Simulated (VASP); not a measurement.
Runs of VASP 6.6.1 on Ni. Symmetry: Fm-3m, No. 225, cubic system. Conventional cell: a = 3.551 Å, b = 3.551 Å, c = 3.551 Å, α = 90.00°, β = 90.00°, γ = 90.00°. Around Ni (site symmetry m-3m) lie 12 Ni at 2.51 Å. 

```csv
task,level,potentials or basis,spin,cell,k mesh,cutoff (eV),mesh quality,gap on the mesh (eV),pressure (GPa),moment (μB),relaxed volume (Å³/atom)
relaxation of cell and atoms,PBEsol,"VASP PAW PBE potentials, release 64 (Ni)","collinear, ferromagnetic start",relaxed,20 × 20 × 20,600,not flagged,none,0.0,0.62,10.38
relaxation of cell and atoms,PBEsol,"VASP PAW PBE potentials, release 64 (Ni)","collinear, ferromagnetic start",relaxed,8 × 8 × 8,600,coarse,none,0.0,0.70,10.39
relaxation of cell and atoms,LDA,"VASP PAW LDA potentials, release 64 (Ni)","collinear, ferromagnetic start",relaxed,20 × 20 × 20,600,not flagged,none,-0.1,0.60,(a)
relaxation of cell and atoms,PBEsol,"VASP PAW PBE potentials, release 64 (Ni)","collinear, ferromagnetic start",relaxed,20 × 20 × 20,480,not flagged,none,0.0,0.62,10.38
relaxation of cell and atoms,PBE+D3(BJ),"VASP PAW PBE potentials, release 64 (Ni)","collinear, ferromagnetic start",relaxed,20 × 20 × 20,600,not flagged,none,-0.1,0.62,10.51
relaxation of cell and atoms,PBEsol,"VASP PAW PBE potentials, release 64 (Ni)",off,relaxed,20 × 20 × 20,600,not flagged,none,0.0,-,10.32
relaxation of cell and atoms,PBE,"VASP PAW PBE potentials, release 64 (Ni)","collinear, ferromagnetic start",relaxed,20 × 20 × 20,600,not flagged,none,0.0,0.63,(b)
single point,PBEsol,"VASP PAW PBE potentials, release 64 (Ni)","collinear, ferromagnetic start",as given,20 × 20 × 20,520,not flagged,none,(c),0.63,-
relaxation of cell and atoms,RPBE,"VASP PAW PBE potentials, release 64 (Ni)","collinear, ferromagnetic start",relaxed,20 × 20 × 20,600,not flagged,none,0.0,0.64,11.21
relaxation of cell and atoms,PBEsol,"VASP PAW PBE potentials, release 64 (Ni)","collinear, ferromagnetic start",relaxed,20 × 20 × 20,580,not flagged,none,0.0,0.62,10.38
```

Alike in all rows: smearing gaussian 0.1 eV.

Q: Fill in the values left out.

A: (a) 10.03; (b) 10.88; (c) -14.3.

Caveats: some runs use coarse meshes; the PAW data sets were made with another functional, which shifts forces and pressure a little (some runs); the volume moved by -10 % from the deposited cell, more than functionals usually miss (some runs); pairwise dispersion overbinds metals, which lowers pressure and volume (some runs).

A gap of «none» marks a metal or a gap under the smearing width.
